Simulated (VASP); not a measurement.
VASP input:

POSCAR:
```
SrO
1
    0.0000000000     2.6316000000     2.6316000000
    2.6316000000     0.0000000000     2.6316000000
    2.6316000000     2.6316000000     0.0000000000
Sr O
1 1
Direct
  0.0000000000   0.0000000000   0.0000000000
  0.5000000000   0.5000000000   0.5000000000
```

**KPOINTS**
```
Automatic
0
gamma
8 8 8
```

### INCAR
```
! general
SYSTEM =SrO
PREC   =Accurate
ENCUT  =520   ! plane-wave cut-off (eV)
LREAL  =.FALSE.   ! projection in real space or not
LASPH  =.TRUE.

! electronic loop
EDIFF  =1E-6   ! SCF stop (eV)
NELM   =100   ! most electronic steps
ALGO   =Normal
LMAXMIX=4   ! l cut-off of mixed one-centre charges

! smearing
ISMEAR =0   ! Gaussian
SIGMA  =0.05   ! width (eV)

! functional
GGA    =PE   ! PBE

! ions
ISIF   =2

! output
LWAVE  =.FALSE.
LCHARG =.FALSE.
```

POTCAR, in this order: Sr_sv O_s (PBE.64 set). Program: vasp_std.

### Question
Write an equivalent input for Quantum ESPRESSO's pw.x.

### Answer
One equivalent input (not run):
```
&CONTROL
  calculation = 'scf'
  pseudo_dir = './pseudo'
  outdir = './out'
  tprnfor = .true.
  tstress = .true.
/
&SYSTEM
  ibrav = 0
  nat = 2
  ntyp = 2
  ecutwfc = 84
  occupations = 'smearing'
  smearing = 'gaussian'
  degauss = 0.003675
  input_dft = 'pbe'
/
&ELECTRONS
  conv_thr = 7.3e-08
  electron_maxstep = 100
/
ATOMIC_SPECIES
  Sr 87.620 Sr.upf
  O 15.999 O.upf
CELL_PARAMETERS angstrom
     0.0000000    2.6316000    2.6316000
     2.6316000    0.0000000    2.6316000
     2.6316000    2.6316000    0.0000000
ATOMIC_POSITIONS crystal
  Sr   0.0000000  0.0000000  0.0000000
  O    0.5000000  0.5000000  0.5000000
K_POINTS automatic
  8 8 8 0 0 0
```
What does not carry over: the potentials are each code's own (VASP's PAW set, PseudoDojo norm-conserving files in pw.x), so ENCUT and ecutwfc are chosen apart and not converted; conv_thr bounds pw.x's estimated SCF error, while EDIFF bounds the energy change between steps.

The compound is SrO in the rock salt structure. The cell was not relaxed at this level. The run is one of a series of settings (POTCAR Sr_sv O_s (PBE.64 set) against the base run), some of them coarse on purpose.
